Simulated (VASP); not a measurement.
Here is the system:

```yaml
crystal:
  lattice:
    - [3.18603, 0.00000, 0.00000]
    - [0.00000, 3.18603, 0.00000]
    - [0.00000, 0.00000, 3.18603]
  atoms:
    - { symbol: Te, position: [0.00000, 0.00000, 0.00000] }
```

Computed with r2SCAN meta-GGA, VASP's PBE PAW potentials (set 64) (plane waves; VASP 6.6.1). Run with 400 eV cut-off, 13×13×13 Γ-centred mesh, tetrahedra with Blöchl corrections, potentials Te.

Unless said otherwise, spin-orbit coupling is left out, though it shifts the bands of the heavy elements here.

Task: Tabulate the total density of states (states/eV per cell) against energy (eV; zero at the valence-band maximum or, without a gap, the Fermi level).

Result: 
```csv
E (eV),DOS (states/eV)
-9.98,0.19
-9.38,0.10
-8.90,0.05
-8.30,0.00
-7.70,0.00
-7.22,0.00
-6.62,0.00
-6.02,0.23
-5.54,0.42
-4.94,0.69
-4.34,0.91
-3.86,0.89
-3.26,0.79
-2.66,0.66
-2.18,0.57
-1.58,0.60
-0.98,0.57
-0.50,0.56
0.10,0.55
0.70,0.61
1.18,0.68
1.78,0.70
2.38,0.63
2.86,0.46
3.46,0.34
```
Within 2 eV below the Fermi level the largest weight inside VASP's projection spheres is Te p.

The structure was generated: Te was put into the simple-cubic type (Pm-3m), which need not be its known phase. It was relaxed first.
